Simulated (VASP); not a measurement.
VASP input:

### KPOINTS
```
Automatic mesh
0
Gamma
2 2 2
0 0 0
```

POSCAR:
```
Y
1
    1.8615000000    -3.2242130000     0.0000000000
    1.8615000000     3.2242130000     0.0000000000
    0.0000000000     0.0000000000     5.8446000000
Y
2
Direct
  0.3333330000   0.6666670000   0.2500000000
  0.6666670000   0.3333330000   0.7500000000
```

**INCAR**
```
SYSTEM = Y
PREC = Accurate
ENCUT = 400
EDIFF = 1E-6
NELM = 25
ALGO = VeryFast
LREAL = .FALSE.
LASPH = .TRUE.
ISMEAR = 1
SIGMA = 0.1
GGA = PE
LMAXMIX = 4
LWAVE = .FALSE.
LCHARG = .FALSE.
ISIF = 2
HFSCREEN = 0.2
AEXX = 0.25
LHFCALC = .TRUE.
PRECFOCK = Fast
ISYM = 3
```

POTCAR, in this order: Y_sv (PBE.64 set). Program: vasp_std.

Output of the run:

File standard output:
```
 POSCAR found type information on POSCAR Y
 POSCAR found :  1 types and       2 ions
 Reading from existing POTCAR
 Reading from existing POTCAR
 LDA part: xc-table for (Slater+PW92), standard interpolation
 POSCAR, INCAR and KPOINTS ok, starting setup
 WAVECAR not read
 entering main loop
       N       E                     dE             d eps       ncg     rms          rms(c)
RMM:   1    -0.120222144991E+04   -0.12022E+04   -0.81510E+03    60   0.970E+02
RMM:   2    -0.134250662755E+04   -0.14029E+03   -0.22628E+03    60   0.252E+02
RMM:   3    -0.133693212683E+04    0.55745E+01   -0.37495E+02    60   0.120E+02
RMM:   4    -0.134003665978E+04   -0.31045E+01   -0.76866E+01    60   0.532E+01
RMM:   5    -0.134049962916E+04   -0.46297E+00   -0.41518E+01    60   0.365E+01
RMM:   6    -0.134071974933E+04   -0.22012E+00   -0.12019E+01    60   0.256E+01
RMM:   7    -0.134219805195E+04   -0.14783E+01   -0.39768E+01    60   0.264E+01
RMM:   8    -0.134134468971E+04    0.85336E+00   -0.12426E+01    60   0.227E+01
RMM:   9    -0.134213610430E+04   -0.79141E+00   -0.21407E+01   206   0.213E+01
RMM:  10    -0.134191011803E+04    0.22599E+00   -0.56686E+00   202   0.123E+01
RMM:  11    -0.134189783091E+04    0.12287E-01   -0.26974E+00   198   0.108E+01
RMM:  12    -0.134198696206E+04   -0.89131E-01   -0.19100E+00   192   0.998E+00    0.370E+01
RMM:  13     0.872939767591E+02    0.14293E+04   -0.20518E+01   226   0.313E+01    0.147E+01
RMM:  14     0.861049699856E+02   -0.11890E+01   -0.27750E+00   186   0.129E+01    0.803E+00
RMM:  15     0.865560720453E+02    0.45110E+00   -0.30634E+00   183   0.112E+01    0.522E+00
RMM:  16     0.866983131169E+02    0.14224E+00   -0.20918E+00   186   0.995E+00    0.310E+00
RMM:  17     0.866907800443E+02   -0.75331E-02   -0.20973E+00   185   0.907E+00    0.181E+00
RMM:  18     0.866518531884E+02   -0.38927E-01   -0.15124E+00   197   0.883E+00    0.106E+00
RMM:  19     0.866258411280E+02   -0.26012E-01   -0.12093E+00   196   0.843E+00    0.644E-01
RMM:  20     0.866094983440E+02   -0.16343E-01   -0.84005E-01   204   0.831E+00    0.434E-01
RMM:  21     0.865917509833E+02   -0.17747E-01   -0.80911E-01   202   0.811E+00    0.305E-01
RMM:  22     0.865779629860E+02   -0.13788E-01   -0.67484E-01   205   0.805E+00    0.285E-01
RMM:  23     0.865567304774E+02   -0.21233E-01   -0.70050E-01   206   0.797E+00    0.261E-01
RMM:  24     0.865447296412E+02   -0.12001E-01   -0.61098E-01   207   0.791E+00    0.246E-01
RMM:  25     0.865249297945E+02   -0.19800E-01   -0.62699E-01   208   0.787E+00

 -----------------------------------------------------------------------------
|                                                                             |
|           W    W    AA    RRRRR   N    N  II  N    N   GGGG   !!!           |
|           W    W   A  A   R    R  NN   N  II  NN   N  G    G  !!!           |
|           W    W  A    A  R    R  N N  N  II  N N  N  G       !!!           |
|           W WW W  AAAAAA  RRRRR   N  N N  II  N  N N  G  GGG   !            |
|           WW  WW  A    A  R   R   N   NN  II  N   NN  G    G                |
|           W    W  A    A  R    R  N    N  II  N    N   GGGG   !!!           |
|                                                                             |
|     The electronic self-consistency was not achieved in the given           |
|     number of steps (NELM). The forces and other quantities evaluated       |
|     might not be reliable so examine the results carefully. If you find     |
|     spurious results, we suggest increasing NELM, if you were close to      |
|     convergence or switching to a different ALGO or adjusting the           |
|     density mixing parameters otherwise.                                    |
|                                                                             |
 -----------------------------------------------------------------------------

   1 F= 0.86524930E+02 E0= 0.86530814E+02  d E =-.176535E-01
```

### OUTCAR
```
------------------------ aborting loop EDIFF was not reached (unconverged)  ----------------------------
  FORCE on cell =-STRESS in cart. coord.  units (eV):
  Direction    XX          YY          ZZ          XY          YZ          ZX
  --------------------------------------------------------------------------------------
  Total      -12.9656793    -12.9656826    -12.0187082      0.0000000      0.0000000      0.0000000
  in kB     -296.0972006   -296.0972780   -274.4712244      0.0000000      0.0000000      0.0000000
  external PRESSURE =    -288.8885677 kB  Pullay stress =       0.0000000 kB
  volume of cell :       70.16
      direct lattice vectors                 reciprocal lattice vectors
     1.861500000 -3.224213000  0.000000000     0.268600591 -0.155076603  0.000000000
     1.861500000  3.224213000  0.000000000     0.268600591  0.155076603  0.000000000
     0.000000000  0.000000000  5.844600000     0.000000000  0.000000000  0.171098108
 POSITION                                       TOTAL-FORCE (eV/Angst)
 -----------------------------------------------------------------------------------
      1.86150      1.07474      1.46115        -0.000000      0.000000      0.000000
      1.86150     -1.07474      4.38345         0.000000     -0.000000     -0.000000
 -----------------------------------------------------------------------------------
    total drift:                                0.002103      0.000554     -0.016518
  FREE ENERGIE OF THE ION-ELECTRON SYSTEM (eV)
  ---------------------------------------------------
  free  energy   TOTEN  =        86.5249297945 eV

  energy  without entropy=       86.5425832812  energy(sigma->0) =       86.53081429

  exchange ACFDT corr.  =        -0.08417720  see jH, gK, PRB 81, 115126
```
(Selected blocks of OUTCAR.)

### Question
Read input and log: which fault does this run have?
A) a hybrid functional was run with ALGO = VeryFast
B) POTIM is too large for the ionic optimiser
C) the lattice vectors form a left-handed set
D) POTCAR lists the elements in another order than POSCAR

### Answer
A, a hybrid functional was run with ALGO = VeryFast. The run did not converge; its last values are not results. Against the sound run, the energy per atom (σ→0) rises by 51.038 eV/atom; the pressure falls by 21.90 GPa.

To mend it, set ALGO = Normal.

The mended run (HSE06 screened hybrid, plane waves, VASP's PBE PAW potentials (set 64)) converges, and its OSZICAR ends with
```
   1 F= -.15548605E+02 E0= -.15545743E+02  d E =-.858636E-02
```

The compound is Y in the hcp structure. The cell was not relaxed at this level.
